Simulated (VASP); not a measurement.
Crystal: Sr2B2C.

```
CELL_PARAMETERS angstrom
4.53348 0.00000 0.00000
0.00000 4.53348 0.00000
0.00000 0.00000 6.39965
ATOMIC_POSITIONS crystal
Sr 0.00000 0.00000 0.00000
Sr 0.00000 0.00000 0.50000
B 0.50000 0.00000 0.00000
B 0.00000 0.50000 0.00000
C 0.50000 0.50000 0.00000
```

The cell was built by a generator and needn't be a form met in nature.

The cell isn't the ideal one: random cell by space group and Wyckoff sites (P4/mmm, No. 123).

| Property | Result |
| --- | --- |
| Program | VASP 6.6.1 |
| Task | relaxation of cell and atoms |
| Functional | PBE |
| Potentials or basis | VASP PAW PBE potentials, release 64 (Sr_sv, B, C) |
| Cutoff | 600 eV |
| k mesh | 8 × 8 × 6 |
| Occupations | gaussian, width 0.1 eV |
| Spin | no spin polarisation |

At the start: pressure 0.7 GPa; volume 26.31 Å³/atom.

Task: Where does the relaxation end?

Result: Over 6 steps the energy falls by 3.1 meV/atom and the volume is 27.91 Å³/atom (+6.1 %); space group P4/mmm (No. 123, to 0.05 Å).

Step by step:
```
step  energy change (eV)  largest force (eV/Å)  pressure (GPa)  volume (Å³)
   1              0.0000                0.0000            0.67       131.53
   2             -0.0068                0.0000            0.36       133.65
   3             -0.0095                0.0000            0.05       135.97
   4             -0.0115                0.0000            0.05       136.64
   5             -0.0149                0.0000            0.03       138.64
   6             -0.0153                0.0000            0.02       139.56
```

Final structure:
```xyz
5
Lattice="4.5805 0.0000 0.0000 0.0000 4.5805 0.0000 0.0000 0.0000 6.6517" Properties=species:S:1:pos:R:3 pbc="T T T"
Sr    0.0000    0.0000    6.6517
Sr    0.0000    0.0000    3.3258
B     2.2903    0.0000    6.6517
B     4.5805    2.2903    0.0000
C     2.2903    2.2903    0.0000
```
